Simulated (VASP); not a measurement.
A VASP calculation is set up with these files.

File POSCAR:
```
CdO
1
    0.0000000000     2.3689714240     2.3689714240
    2.3689714240     0.0000000000     2.3689714240
    2.3689714240     2.3689714240     0.0000000000
Cd O
1 1
Direct
  0.0000000000   0.0000000000   0.0000000000
  0.5000000000   0.5000000000   0.5000000000
```

INCAR:
```
# general
SYSTEM  =CdO
PREC    =Accurate
ENCUT   =520   # plane-wave cut-off (eV)
LREAL   =.FALSE.   # projection in real space or not
LASPH   =.TRUE.   # aspherical one-centre terms

# electronic loop
EDIFF   =1E-7   # SCF stop (eV)
NELM    =100   # most electronic steps
ALGO    =Normal
LMAXMIX =4

# smearing
ISMEAR  =1
SIGMA   =0.1   # width (eV)

# functional
GGA     =MK
LUSE_VDW=.TRUE.
AGGAC   =0.0
PARAM1  =0.1234
PARAM2  =1.0

# ions
ISIF    =2

# output
LWAVE   =.FALSE.
LCHARG  =.FALSE.
```

KPOINTS:
```
Automatic
0
gamma
 13 13 13
0 0 0
```

POTCAR, in this order: Cd O (PBE.64 set). Program: vasp_std.

Translate this optB86b-vdW calculation to Quantum ESPRESSO's pw.x.

One equivalent input (not run):
```
&CONTROL
  calculation = 'scf'
  pseudo_dir = './pseudo'
  outdir = './out'
  tprnfor = .true.
  tstress = .true.
/
&SYSTEM
  ibrav = 0
  nat = 2
  ntyp = 2
  ecutwfc = 102
  occupations = 'smearing'
  smearing = 'methfessel-paxton'
  degauss = 0.00735
  input_dft = 'vdw-df-ob86'
/
&ELECTRONS
  conv_thr = 7.3e-09
  electron_maxstep = 100
/
ATOMIC_SPECIES
  Cd 112.414 Cd.upf
  O 15.999 O.upf
CELL_PARAMETERS angstrom
     0.0000000    2.3689714    2.3689714
     2.3689714    0.0000000    2.3689714
     2.3689714    2.3689714    0.0000000
ATOMIC_POSITIONS crystal
  Cd   0.0000000  0.0000000  0.0000000
  O    0.5000000  0.5000000  0.5000000
K_POINTS automatic
  13 13 13 0 0 0
```
The two are equivalent in intent, not identical: the potentials are each code's own (VASP's PAW set, PseudoDojo norm-conserving files in pw.x), so ENCUT and ecutwfc are chosen apart and not converted; conv_thr bounds pw.x's estimated SCF error, while EDIFF bounds the energy change between steps.

The compound is CdO in the rock salt structure. It was relaxed first.
